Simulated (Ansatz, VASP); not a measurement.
# Si53O26 in two plane-wave programs

One calculation is typed for both programs; each brings its own data sets. How far apart do they land? Of the first pair: The structure shown is frame 23 of Ansatz's trajectory.

Calculated with Ansatz 0.2.0; plane waves, with VASP 6.6.1 beside it; single point at r2SCAN.

## 1. Set-up

The cell holds 79 atoms: 53 Si and 26 O. Its edges and angles: a = 11.195 Å, b = 11.195 Å, c = 11.195 Å, α = 90.0°, β = 90.0°, γ = 90.0°. As first built, before any earlier steps moved the atoms (in the runner's words): 79 atoms (53 Si, 26 O) placed at random at 2.25 g/cm^3, melted at 5000 K for 10 ps at fixed volume with the Tersoff Si-O potential (Munetoh et al., Comput. Mater. Sci. 39, 334 (2007)). Quenched from 3700 K to 300 K at 50 K/ps and fixed volume, held 5 ps.

## 2. Ansatz: dynamics, r2SCAN

Ansatz runs on its default PAW (the set named soft_2) files.

One frame of this run of dynamics is then solved in both programs, so the motion causes no difference.

File input.yaml:

```yaml
crystal:
  lattice:
    - [11.195, 0.0, 0.0]
    - [0.0, 11.195, 0.0]
    - [0.0, 0.0, 11.195]
  atoms:
    - { symbol: Si, position: [0.71334, 0.22344, 0.02865] }
    - { symbol: Si, position: [0.38426, 0.88762, 0.99047] }
    - { symbol: Si, position: [0.37708, 0.48587, 0.02294] }
    - { symbol: Si, position: [0.42935, 0.88245, 0.44011] }
    - { symbol: Si, position: [0.72539, 0.02531, 0.12237] }
    - { symbol: Si, position: [0.63518, 0.04294, 0.71459] }
    - { symbol: Si, position: [0.07438, 0.13879, 0.651] }
    - { symbol: Si, position: [0.89662, 0.64706, 0.44207] }
    - { symbol: Si, position: [0.28696, 0.6698, 0.36904] }
    - { symbol: Si, position: [0.20236, 0.31348, 0.66541] }
    - { symbol: Si, position: [0.36503, 0.83315, 0.79188] }
    - { symbol: Si, position: [0.46605, 0.41886, 0.19746] }
    - { symbol: Si, position: [0.67882, 0.41005, 0.73654] }
    - { symbol: Si, position: [0.5851, 0.08706, 0.26254] }
    - { symbol: Si, position: [0.02799, 0.72957, 0.88772] }
    - { symbol: Si, position: [0.65329, 0.62822, 0.70416] }
    - { symbol: Si, position: [0.66998, 0.3395, 0.2075] }
    - { symbol: Si, position: [0.08945, 0.48681, 0.50048] }
    - { symbol: Si, position: [0.29024, 0.90353, 0.22925] }
    - { symbol: Si, position: [0.90228, 0.39882, 0.34718] }
    - { symbol: Si, position: [0.77654, 0.60199, 0.2242] }
    - { symbol: Si, position: [0.08465, 0.30316, 0.16739] }
    - { symbol: Si, position: [0.05656, 0.45328, 0.93724] }
    - { symbol: Si, position: [0.80668, 0.92567, 0.87716] }
    - { symbol: Si, position: [0.40214, 0.26852, 0.87614] }
    - { symbol: Si, position: [0.58345, 0.79568, 0.80177] }
    - { symbol: Si, position: [0.92822, 0.096, 0.8029] }
    - { symbol: Si, position: [0.14172, 0.79394, 0.05563] }
    - { symbol: Si, position: [0.60967, 0.2281, 0.83403] }
    - { symbol: Si, position: [0.90991, 0.30316, 0.86712] }
    - { symbol: Si, position: [0.37737, 0.08782, 0.21132] }
    - { symbol: Si, position: [0.39928, 0.23684, 0.66563] }
    - { symbol: Si, position: [0.94111, 0.02198, 0.45241] }
    - { symbol: Si, position: [0.64749, 0.70878, 0.43617] }
    - { symbol: Si, position: [0.91201, 0.00767, 0.22981] }
    - { symbol: Si, position: [0.48375, 0.58337, 0.39046] }
    - { symbol: Si, position: [0.20573, 0.68449, 0.75826] }
    - { symbol: Si, position: [0.58845, 0.81119, 0.01527] }
    - { symbol: Si, position: [0.37339, 0.09957, 0.99779] }
    - { symbol: Si, position: [0.68979, 0.24337, 0.45051] }
    - { symbol: Si, position: [0.10119, 0.24227, 0.42145] }
    - { symbol: Si, position: [0.73638, 0.05606, 0.53002] }
    - { symbol: Si, position: [0.54893, 0.36136, 0.56374] }
    - { symbol: Si, position: [0.59363, 0.65392, 0.16074] }
    - { symbol: Si, position: [0.15872, 0.68353, 0.5455] }
    - { symbol: Si, position: [0.63167, 0.92938, 0.40259] }
    - { symbol: Si, position: [0.95849, 0.17341, 0.09303] }
    - { symbol: Si, position: [0.0266, 0.81626, 0.42654] }
    - { symbol: Si, position: [0.20984, 0.53881, 0.13292] }
    - { symbol: Si, position: [0.26564, 0.24698, 0.27253] }
    - { symbol: Si, position: [0.22682, 0.46531, 0.80874] }
    - { symbol: Si, position: [0.98431, 0.80017, 0.21289] }
    - { symbol: Si, position: [0.42348, 0.0232, 0.68306] }
    - { symbol: O, position: [0.16733, 0.65342, 0.0565] }
    - { symbol: O, position: [0.70652, 0.92151, 0.00883] }
    - { symbol: O, position: [0.76498, 0.65285, 0.36577] }
    - { symbol: O, position: [0.643, 0.2216, 0.30592] }
    - { symbol: O, position: [0.1426, 0.34867, 0.52582] }
    - { symbol: O, position: [0.81448, 0.31993, 0.43379] }
    - { symbol: O, position: [0.96202, 0.51151, 0.43049] }
    - { symbol: O, position: [0.04067, 0.12461, 0.50127] }
    - { symbol: O, position: [0.11398, 0.42377, 0.08214] }
    - { symbol: O, position: [0.0018, 0.58741, 0.92271] }
    - { symbol: O, position: [0.38577, 0.96202, 0.55529] }
    - { symbol: O, position: [0.67818, 0.9241, 0.79443] }
    - { symbol: O, position: [0.02375, 0.3164, 0.30924] }
    - { symbol: O, position: [0.33987, 0.40691, 0.89851] }
    - { symbol: O, position: [0.3369, 0.81505, 0.34632] }
    - { symbol: O, position: [0.50813, 0.55436, 0.24426] }
    - { symbol: O, position: [0.78941, 0.4435, 0.25132] }
    - { symbol: O, position: [0.22817, 0.57859, 0.26978] }
    - { symbol: O, position: [0.89662, 0.68209, 0.19092] }
    - { symbol: O, position: [0.37257, 0.34766, 0.27541] }
    - { symbol: O, position: [0.81468, 0.35811, 0.76961] }
    - { symbol: O, position: [0.69619, 0.67386, 0.57193] }
    - { symbol: O, position: [0.8575, 0.23463, 0.99875] }
    - { symbol: O, position: [0.90079, 0.81113, 0.85611] }
    - { symbol: O, position: [0.27084, 0.86132, 0.09018] }
    - { symbol: O, position: [0.48404, 0.47562, 0.49026] }
kpoints:
  mp_grid: { grid: [1, 1, 1] }
hamiltonian:
  xc: r2scan
scf:
  occupations: { method: gaussian, width: 0.05 }
output:
  forces: true
md:
  timestep: 1.0
  n_steps: 70
  ensemble: nvt_nose_hoover
  temperature: 300
  initial_velocities: maxwell_boltzmann
  seed: 6190
```

Command:

```sh
$ ansatz run input.yaml --threads 4 --pin off --max-ram 8192MiB --backend cpu --events-out ev --progress --plain --runs-dir out
```

Numbers of over 12 decimals in the logs are rounded to 6 here.

What it wrote:

```text
Warning: md: disabling space-group detection — thermal motion breaks the input geometry's symmetry, so no spatial operation reduces the k-mesh or symmetrises the density; time reversal is kept, so that k and −k are solved as one point where they differ and the mesh holds both, and exact exchange and, on two spinor components, a DFT+U term hold to it where the run has them: on two components no moment then forms, and  [...]
Engine: ansatz 0.2.0, aarch64-unknown-linux-gnu
Pseudopotentials: kind: paw
Pseudopotential: Si, paw, valence charge 4, recommended cutoff 500 eV (meta_gga), Si.paw.azcp
Pseudopotential: O, paw, valence charge 6, recommended cutoff 500 eV (meta_gga), O.paw.azcp
Functional definition: r2SCAN
  parameter k0 = 0.174
  parameter k1 = 0.065
  parameter a1 = 4.9479
  exchange = r2scan_x(k0 = k0, k1 = k1, a1 = a1)
  correlation = r2scan_c
Crystal: 79 atoms, lattice volume = 1403.047 Å³
Basis set: ecut = 500 eV, 35585 PW (Γ), exchange–correlation on 360×360×360 points (64 copies of the dense FFT grid, shifted against one another)
Bands: 263, of which v1, the nominal top of the filled ones, is band 184 counted from 1 (183 counted from 0)
Symmetry: 1 space group operations
k-points: 1
Non-local potential: Si, projectors of the file, l = 0: 2, l = 1: 2, l = 2: 2
Non-local potential: O, projectors of the file, l = 0: 2, l = 1: 2, l = 2: 1
PAW form: soft (Blöchl's): semilocal exchange-correlation on the pseudo side does not see the compensation charge
PAW frozen core: Si, regenerated for the run's functional (the file was generated under x = pbe(κ = 0.804, μ = 0.219515), c = pbe(β = 0.066725))
PAW frozen core: O, regenerated for the run's functional (the file was generated under x = pbe(κ = 0.804, μ = 0.219515), c = pbe(β = 0.066725))
PAW one-centre angular grid: Si, 302 points (default); XC on 160 Gauss nodes
PAW one-centre angular grid: O, 302 points (default); XC on 160 Gauss nodes
Initial density: superposition of atomic densities (neutral atoms: chi_scale 0, normalization atom), corrected by the library's trained network
Initial wavefunctions: pseudopotential atomic-orbital guess
Functional: x = r2scan, c = r2scan; τ floored in thin density (d = 2e-4 eV/Å³)
SCF iter   1: F=—  HF=-48627.200155 eV  |F-HF|=—  |Δ(HF+E_count)|=         —  Δρ=1.02e-2  dr2=3.73e0  dr2_τ=3.34e0  ethr=1.77e-3  ⟨swp⟩=8.0  Hψ=1380  notcnv=0  defer=41
preconditioner: auto → LDOS  [metal: Δε(μ)=0.033 eV  Ē_g=9.946 eV  σ=0.050 eV  W_gap=0.36  n_scr=250 (ndim 8)  ℏωp=17.6 eV  f_vac=0.048  D(μ)=42.00/eV (n_scr^D=304)  β→1.0]
SCF iter   2: F=—  HF=-48628.431019 eV  |F-HF|=—  |Δ(HF+E_count)|=    1.23e0  Δρ=4.81e-3  dr2=6.81e-1  dr2_τ=1.98e-2  ethr=1.01e-3  ⟨swp⟩=3.0  Hψ=496  notcnv=0  defer=70
SCF iter   3: F=—  HF=-48628.427594 eV  |F-HF|=—  |Δ(HF+E_count)|=   3.42e-3  Δρ=3.12e-3  dr2=3.20e-1  dr2_τ=4.26e-3  ethr=1.85e-4  ⟨swp⟩=2.0  Hψ=372  notcnv=0  defer=70
SCF iter   4: F=—  HF=-48628.399745 eV  |F-HF|=—  |Δ(HF+E_count)|=   2.78e-2  Δρ=1.39e-3  dr2=8.62e-2  dr2_τ=8.06e-4  ethr=8.69e-5  ⟨swp⟩=2.0  Hψ=357  notcnv=0  defer=70
SCF iter   5: F=—  HF=-48628.392843 eV  |F-HF|=—  |Δ(HF+E_count)|=   6.90e-3  Δρ=6.09e-4  dr2=1.67e-2  dr2_τ=1.48e-4  ethr=2.34e-5  ⟨swp⟩=2.0  Hψ=203  notcnv=0  defer=70
SCF iter   6: F=—  HF=-48628.392432 eV  |F-HF|=—  |Δ(HF+E_count)|=   4.11e-4  Δρ=3.54e-4  dr2=4.86e-3  dr2_τ=4.97e-5  ethr=4.54e-6  ⟨swp⟩=2.0  Hψ=314  notcnv=0  defer=70
SCF iter   7: F=—  HF=-48628.392111 eV  |F-HF|=—  |Δ(HF+E_count)|=   3.21e-4  Δρ=1.89e-4  dr2=1.21e-3  dr2_τ=2.20e-5  ethr=1.32e-6  ⟨swp⟩=2.0  Hψ=361  notcnv=0  defer=70
SCF iter   8: F=—  HF=-48628.392006 eV  |F-HF|=—  |Δ(HF+E_count)|=   1.05e-4  Δρ=8.80e-5  dr2=2.44e-4  dr2_τ=4.88e-6  ethr=3.29e-7  ⟨swp⟩=2.0  Hψ=364  notcnv=0  defer=70
SCF iter   9: F=—  HF=-48628.392023 eV  |F-HF|=—  |Δ(HF+E_count)|=   1.71e-5  Δρ=3.52e-5  dr2=4.11e-5  dr2_τ=9.14e-7  ethr=6.63e-8  ⟨swp⟩=2.0  Hψ=364  notcnv=0  defer=70
SCF iter  10: F=—  HF=-48628.393726 eV  |F-HF|=—  |Δ(HF+E_count)|=   1.70e-3  Δρ=1.31e-5  dr2=6.07e-6  dr2_τ=8.93e-8  ethr=1.12e-8  ⟨swp⟩=2.0  Hψ=431  notcnv=0  defer=70
SCF iter  11: F=—  HF=-48628.393726 eV  |F-HF|=—  |Δ(HF+E_count)|=   9.34e-8  Δρ=5.71e-6  dr2=9.80e-7  dr2_τ=1.92e-8  ethr=1.65e-9  ⟨swp⟩=2.0  Hψ=314  notcnv=0  defer=70
SCF iter  12: F=—  HF=-48628.393726 eV  |F-HF|=—  |Δ(HF+E_count)|=   1.69e-8  Δρ=2.86e-6  dr2=2.22e-7  dr2_τ=4.79e-9  ethr=2.66e-10  ⟨swp⟩=2.0  Hψ=350  notcnv=0  defer=70
[...]
iter 1 solved again at ethr=5.81e-12 eV; its pass at ethr=3.10e-3 eV (dr2=2.14e-8 eV) is discarded
SCF iter   1: F=—  HF=-48642.372348 eV  |F-HF|=—  |Δ(HF+E_count)|=         —  Δρ=1.02e-6  dr2=2.06e-8  dr2_τ=1.03e-9  ethr=5.81e-12  ⟨swp⟩=13.0  Hψ=1452  notcnv=0  defer=2
preconditioner: auto → LDOS  [insulator: Δε(μ)=0.098 eV  Ē_g=9.392 eV  σ=0.050 eV  W_gap=0.83  n_scr=250 (ndim 8)  ℏωp=17.6 eV  f_vac=0.035  D(μ)=17.31/eV (n_scr^D=80)  ε∞_Penn≈4.5  β→1.0]
SCF iter   2: F=-48642.372348 eV  HF=-48642.372348 eV  |F-HF|=1.52e-8  |Δ(HF+E_count)|=   6.05e-9  Δρ=1.12e-6  dr2=1.92e-8  dr2_τ=1.36e-9  ethr=5.59e-12  ⟨swp⟩=11.0  Hψ=1286  notcnv=0
SCF 72 converged in 2 iterations: F = -48642.372348 eV  dr2 = 1.92e-8
NSCF: frozen V_eff on 1 k-points
the band table was solved once a step of the walk had ended and its energy, with any forces and stress, was formed, with the checks that follow a solve (941 applications of the Hamiltonian). They found nothing against the state; the energy, forces and stress were not computed again (output.eigenvalues in the input reference)
SCF converged after 2 iterations
Free energy (F): -48642.372348 eV
Harris-Foulkes:  -48642.372348 eV  (|F-HF|=1.52e-8)
Internal energy: -48642.350713 eV  (E = F + TS)
E sigma→0 (E₀):  -48642.361531 eV
Entropy (-TS):   -0.021635 eV (-0.274 meV/atom)
Fermi energy:    5.818571 eV
--- Per-component energies (eV) ---
  E_band       = -1070.135418
  E_kinetic    = 6811.769873
  E_local      = -19468.072643  (includes V_loc(G=0)·N_el)
  E_nonlocal   = 2527.091739
  E_hartree    = 7630.504374
  E_xc         = -4630.142340
  E_vxc        = -5393.055400  (∫ρ·V_xc dr)
  E_paw        = -31697.793091  (= ΣΔE_a)
  E_vpaw       = -1103.167013  (= ΣTr[D̂ρ^β])
  E_aug_tail   = 0.027400  (compensation charges beyond the density's cutoff)
  E_vtau       = 294.260156  (kinetic-family band-sum trace: ∫τ·v_τ [+ j·A + Jᵃ·Aᵃ] dr)
  E_ewald      = -9810.854614
  E_core_change = -4.881412  (= ΣΔE_core)
  E_smearing   = -0.021635  (= −TS)
  E_closure    = 0.000000  (closes the sum)
  Σ components = -48642.372348   (vs F -48642.372348, Δ=0.00e0)
--- Forces (eV/Å), atoms counted from 1 ---
  atom   1  Si    -4.08498814    -0.58381459     1.51931867
  atom   2  Si     0.67985247     0.64659134    -1.09974528
  atom   3  Si     0.01706293     1.56130306     0.96565625
  atom   4  Si     1.00973543     1.90685535     0.27141939
  atom   5  Si    -0.37103469    -0.75567269    -0.72184358
  atom   6  Si    -1.28537280     2.80854214    -1.76440958
  atom   7  Si    -0.21362569     0.46984636     0.41206222
  atom   8  Si    -0.17330593     2.46515388     0.88198247
  atom   9  Si     0.30791147    -1.31810555     0.71089469
  atom  10  Si    -0.74129631    -0.10110721     0.61556114
  atom  11  Si    -0.33291167    -0.27099138     0.26432254
  atom  12  Si    -1.26183184    -3.33030243     0.53736367
  atom  13  Si    -0.96243874     0.32066022    -1.14975779
  atom  14  Si    -1.48512978    -1.39529672    -0.36453047
  atom  15  Si     0.87024848    -0.61159829    -0.23007312
  atom  16  Si     0.51070923     0.42209821    -1.04757032
  atom  17  Si     0.49030150     0.02056255    -0.62595754
  atom  18  Si    -0.99334475     1.93730618    -1.21598382
  atom  19  Si     0.48786321     1.21236173    -0.02322137
  atom  20  Si    -2.77879227    -0.16954639     1.02989436
  atom  21  Si    -1.31084864     2.86036794    -1.46581687
  atom  22  Si     0.57788759     1.22794475    -0.91438901
  atom  23  Si     1.37763080     0.28547954     0.85765567
  atom  24  Si    -0.63496492     2.92780255    -3.80743722
[...]
atom  72  O     -0.14599578     0.33390600     0.17228304
  atom  73  O      0.03678704    -0.55104717    -2.86336863
  atom  74  O      0.00024060    -1.10897807     0.65678250
  atom  75  O      0.13232701     0.05216194    -0.82935048
  atom  76  O      1.64123760     1.48356547     2.09064480
  atom  77  O      1.30506730    -1.65243704    -1.15879847
  atom  78  O      2.13611078     0.13162404     0.09105024
  atom  79  O     -0.66394653     0.48236889    -0.29298378
  max |Σ_I F_I| component: 2.86e-5 eV/Å
--- Band table (eV) ---
  k-point 0: bands = [... 180 lower, 5.3586, 5.5108, 5.6651, 5.7696, 5.8675, 6.0483, 6.1960, 6.2414, ... 75 higher]
--- MD trajectory: 70 steps, t = 0.0 → 70.0 fs ---
  final state: T = 1056.0 K   F+E_penalty+E_count = -48642.37234838 eV   E_kin = 10.646393 eV
  conserved energy: peak-to-peak 2.067e-2 eV (2.616e-4 eV/atom) over 70.0 fs
```

## 3. VASP: single point, r2SCAN, pair 1

The same cell, functional, mesh and smearing now go to VASP, with its own data sets.

Lines of VASP's logs that name or quote its potential files are left out, and so is its time.

File INCAR:

```
SYSTEM = Si53O26
PREC = Accurate
ENCUT = 580
EDIFF = 1E-06
NELM = 120
ISMEAR = 0
SIGMA = 0.05
LREAL = Auto
ALGO = Normal
METAGGA = R2SCAN
LASPH = .TRUE.
NBANDS = 240
LORBIT = 11
LWAVE = .FALSE.
LCHARG = .FALSE.
ISIF = 2
GGA_COMPAT = .FALSE.
LMIXTAU = .TRUE.
NCORE = 2
```

File POSCAR:

```
Si53O26
1.0
   11.1950000000      0.0000000000      0.0000000000
    0.0000000000     11.1950000000      0.0000000000
    0.0000000000      0.0000000000     11.1950000000
Si O
53 26
Direct
    0.6963019205      0.2096739616      0.0363287182
    0.3904242966      0.8893881197      0.9809111210
    0.3897990174      0.5039303260      0.0241893703
    0.4487449754      0.8785171952      0.4613666816
    0.7257079053      0.0205359536      0.1240643144
    0.6353907995      0.0587315766      0.7109155873
    0.0787851720      0.1371505136      0.6721125502
    0.8979455114      0.6635908888      0.4696650290
    0.2900133988      0.6589727557      0.3948637785
    0.1988387673      0.3009379187      0.6743456900
    0.3683966056      0.8267530147      0.7915765967
    0.4724519875      0.4071817776      0.1826083073
    0.6744975435      0.4112014292      0.7196873604
    0.5731040643      0.0763287182      0.2589191603
    0.0259669495      0.7315587316      0.8758999553
    0.6579455114      0.6166234926      0.7074676195
    0.6498615453      0.3314247432      0.1845109424
    0.1021884770      0.5037874051      0.5270924520
    0.2729522108      0.9207949978      0.2344082180
    0.8878785172      0.3935060295      0.3440821795
    0.7782760161      0.6008039303      0.2121750782
    0.0961143368      0.2949352389      0.1587941045
    0.0549977669      0.4575971416      0.9121840107
    0.8191424743      0.9289057615      0.8815721304
    0.4140866458      0.2601697186      0.8839392586
    0.5755069227      0.7828852166      0.8096918267
    0.9320500223      0.1033586423      0.8014917374
    0.1058776239      0.7925591782      0.0578829835
    0.6106118803      0.2365430996      0.8405538187
    0.9090486824      0.3019740956      0.8594729790
    0.3768110764      0.0983028138      0.2088164359
    0.3970165252      0.2384100045      0.6717641804
    0.9265029031      0.0071103171      0.4389459580
    0.6415096025      0.7166324252      0.4294685127
    0.9122376061      0.0110853059      0.2229477445
    0.4810361769      0.5944618133      0.4097811523
    0.2112192943      0.6883608754      0.7558731577
    0.5856811076      0.7971505136      0.0198392139
    0.3818758374      0.1010004466      0.0049397052
    0.6953997320      0.2476552032      0.4579097812
    0.1145779366      0.2336132202      0.4107994640
    0.7450111657      0.0556587762      0.5307369361
    0.5604912908      0.3622510049      0.5640553819
    0.6018043770      0.6578561858      0.1537025458
    0.1664403752      0.6938811970      0.5438410004
    0.6363108531      0.9239660563      0.4025547119
    0.9616435909      0.1639928540      0.0929879410
    0.0286199196      0.8135328272      0.4219383653
    0.2214292095      0.5371862439      0.1278517195
    0.2560696740      0.2488343010      0.2715408665
    0.2144171505      0.4669852613      0.7938990621
    0.9889146941      0.8055292541      0.2165073694
    0.4175882090      0.0206252791      0.6873425636
    0.1632693167      0.6555069227      0.0688164359
    0.7129432782      0.9083876731      0.0031085306
    0.7775614113      0.6369450648      0.3700223314
    0.6516659223      0.2239481912      0.3101116570
    0.1477087986      0.3340419830      0.5142563644
    0.8188209022      0.3224475212      0.4449039750
    0.9355247879      0.5130236713      0.4164895042
    0.0264225100      0.1374542206      0.4858954891
    0.0917909781      0.4439303260      0.0804019652
    0.9879053149      0.5951317552      0.9217507816
    0.3734256364      0.9743456900      0.5453774006
    0.6949084413      0.9043769540      0.7740241179
    0.0084680661      0.3146404645      0.3323269317
    0.3437963377      0.4054756588      0.8970790531
    0.3374274230      0.8232067887      0.3370165252
    0.4990888790      0.5499866012      0.2566234926
    0.8077623939      0.4560964716      0.2481286289
    0.2287181778      0.5945511389      0.2723090665
    0.9073872264      0.6650468959      0.1901116570
    0.3685127289      0.3533095132      0.2913711478
    0.8187047789      0.3731397946      0.7641089772
    0.6957927646      0.6660652077      0.5630013399
    0.8530861992      0.2639035284      0.0035730237
    0.9025368468      0.8075658776      0.8694595802
    0.2650915587      0.8452880750      0.0764895042
    0.4895221081      0.4659312193      0.4833318446
```

File KPOINTS:

```
Automatic mesh
0
Gamma
1 1 1
0 0 0
```

PAW data sets: Si and O (PBE family, release 64).

Command:

```sh
$ mpirun -np 8 vasp_gam
```

What it wrote:

```text
[banner, memory and clock lines left out]
running    8 mpi-ranks, on    1 nodes
[...]
|                                                                             |
|               ----> ADVICE to this user running VASP <----                  |
|                                                                             |
|     You enforced a specific xc type in the INCAR file but a different       |
|     [... a line on the potential file left out ...]
|     I HOPE YOU KNOW WHAT YOU ARE DOING!                                     |
|                                                                             |

 LDA part: xc-table for (None), standard interpolation
 POSCAR, INCAR and KPOINTS ok, starting setup
[...]
entering main loop
       N       E                     dE             d eps       ncg     rms          rms(c)
DAV:   1     0.263158882698E+04    0.26316E+04   -0.20177E+05   488   0.158E+03
DAV:   2    -0.439013809426E+03   -0.30706E+04   -0.29109E+04   592   0.309E+02
DAV:   3    -0.794401195497E+03   -0.35539E+03   -0.34788E+03   584   0.105E+02
DAV:   4    -0.805413713476E+03   -0.11013E+02   -0.10886E+02   568   0.198E+01
[...]
DAV:  22    -0.673575764933E+03   -0.79910E-05   -0.23018E-05   512   0.138E-02    0.587E-03
DAV:  23    -0.673575767364E+03   -0.24306E-05   -0.60140E-06   552   0.717E-03    0.280E-03
DAV:  24    -0.673575767994E+03   -0.63011E-06   -0.22642E-06   352   0.487E-03
   1 F= -.67357577E+03 E0= -.67356922E+03  d E =-.130907E-01
```

From OUTCAR (step 3):

```text
  FREE ENERGIE OF THE ION-ELECTRON SYSTEM (eV)
  ---------------------------------------------------
  free  energy   TOTEN  =      -673.5757679938 eV

  energy  without entropy=     -673.5626772950  energy(sigma->0) =     -673.56922264
```

The run ends at a pressure of -2.70 GPa, with forces up to 3.9 eV/Å.

[end of part 1 of 3]

[Lines on the potential files, build, host, timing and source positions are cut from VASP's logs without a mark.]

[Logs are printed without paths, hosts, clocks, repeated set-up lines and the standing remarks that a program may print on its own settings, such as how far it seeks lower states.]

[Hosts, paths, dates, database ids (printed as entryN), source tags and the programs' standing remarks are cut or masked in the printed files.]
